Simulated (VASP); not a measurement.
Calculation: r2SCAN meta-GGA, VASP's PBE PAW potentials (set 64) (plane waves; VASP).

VASP input:

**KPOINTS**
```
kpoints
0
Gamma
9 9 3
0 0 0
```

### INCAR
```
SYSTEM = InGa3N4
PREC = Accurate; ENCUT = 520; LREAL = .FALSE.
LASPH = .TRUE.
EDIFF = 1E-7; NELM = 100; ALGO = Normal
LMAXMIX = 4; LMIXTAU = .TRUE.
ISMEAR = -5
METAGGA = R2SCAN
ISIF = 2
LWAVE = .FALSE.; LCHARG = .FALSE.; LORBIT = 11
NEDOS = 601
LEFG = .TRUE.
```

POSCAR:
```
InGa3N4
21.4605610
  0.1524867497   0.0000000000   0.0000000000
 -0.0762433748   0.1320573884   0.0000000000
  0.0000000000   0.0000000000   0.4999999946
In Ga N
1 3 4
Direct
  0.0000000000   1.0000000000   0.9983745392
  0.6666670000   0.3333330000   0.2592979127
  0.6666670000   0.3333330000   0.7378581128
  0.0000000000   1.0000000000   0.4984743183
  0.6666670000   0.3333330000   0.0797993403
  0.6666670000   0.3333330000   0.5560244102
  0.0000000000   1.0000000000   0.3166179712
  1.0000000000   1.0000000000   0.7953533950
```

### KPOINTS_OPT
```
k-points along high-symmetry lines
6
Line-mode
Reciprocal
  0.000000   0.000000   0.000000 ! GAMMA
  0.500000   0.000000   0.000000 ! M

  0.500000   0.000000   0.000000 ! M
  0.333333   0.333333   0.000000 ! K

  0.333333   0.333333   0.000000 ! K
  0.000000   0.000000   0.000000 ! GAMMA

  0.000000   0.000000   0.000000 ! GAMMA
  0.000000   0.000000   0.500000 ! A

  0.000000   0.000000   0.500000 ! A
  0.500000   0.000000   0.500000 ! L

  0.500000   0.000000   0.500000 ! L
  0.333333   0.333333   0.500000 ! H

  0.333333   0.333333   0.500000 ! H
  0.000000   0.000000   0.500000 ! A

  0.500000   0.000000   0.500000 ! L
  0.500000   0.000000   0.000000 ! M

  0.333333   0.333333   0.500000 ! H
  0.333333   0.333333   0.000000 ! K
```

POTCAR, in this order: In_d Ga_d N (PBE.64 set). Program: vasp_std.

Unless said otherwise, spin-orbit coupling is left out, though it shifts the bands of the heavy elements here.

**Question.** Predict the energy per atom (σ→0), band gap (over mesh and band path).

**Answer.** 
| Item | Result |
|---|---|
| energy per atom (σ→0) | -12.146 eV/atom |
| band gap (over mesh and band path) | 1.05 eV |

File OSZICAR:
```
...
DAV:  25    -0.971642293677E+02   -0.58963E-05   -0.12585E-06  2681   0.111E-02    0.610E-04
DAV:  26    -0.971642289012E+02    0.46649E-06   -0.14442E-07  1872   0.358E-03    0.163E-03
DAV:  27    -0.971642286074E+02    0.29379E-06   -0.39633E-08  1609   0.317E-03    0.107E-03
DAV:  28    -0.971642282458E+02    0.36154E-06   -0.24075E-08  1591   0.209E-03    0.276E-04
DAV:  29    -0.971642282340E+02    0.11831E-07   -0.12024E-08  1594   0.181E-03
   1 F= -.97164228E+02 E0= -.97164228E+02  d E =0.000000E+00
       N       E                     dE             ncg
       N       E                     dE             ncg
```

The structure comes from a computed database's InGa3N4 entry (P3m1); how it stands against other phases isn't given here. It was relaxed first.
